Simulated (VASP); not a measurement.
OSZICAR of a VASP run on Cu₁₆H:

File OSZICAR:
```
       N       E                     dE             d eps       ncg     rms          rms(c)
DAV:   1    -0.595163649003E+02   -0.59516E+02   -0.15938E-03  1856   0.184E+00    0.168E-01
DAV:   2    -0.595449044547E+02   -0.28540E-01   -0.55263E-02  1808   0.108E+01    0.832E-01
DAV:   3    -0.595150045091E+02    0.29900E-01   -0.38140E-02  1790   0.853E+00    0.295E-02
DAV:   4    -0.595151441298E+02   -0.13962E-03   -0.38674E-04  1876   0.345E-01    0.132E-02
DAV:   5    -0.595151634976E+02   -0.19368E-04   -0.15066E-04  1688   0.176E-01    0.881E-03
DAV:   6    -0.595151650367E+02   -0.15392E-05   -0.19415E-05  1624   0.548E-02    0.442E-03
DAV:   7    -0.595151651799E+02   -0.14319E-06   -0.31000E-06  1190   0.317E-02
   1 F= -.59515165E+02 E0= -.59512571E+02  d E =-.778344E-02
```

Question: Which electronic solver shows in the log?

Answer: It is blocked Davidson (ALGO = Normal, or the opening steps of other solvers). The INCAR had ALGO = Normal.

Question: Can the final energy be trusted as converged?

Answer: Self-consistency was reached. It stopped with EDIFF = 1E-6, NELM = 100 (PBE GGA, plane waves, VASP's PBE PAW potentials (set 64)).

The cell is a thin slab with vacuum, built from Cu (fcc): (111) face, H adsorbed.
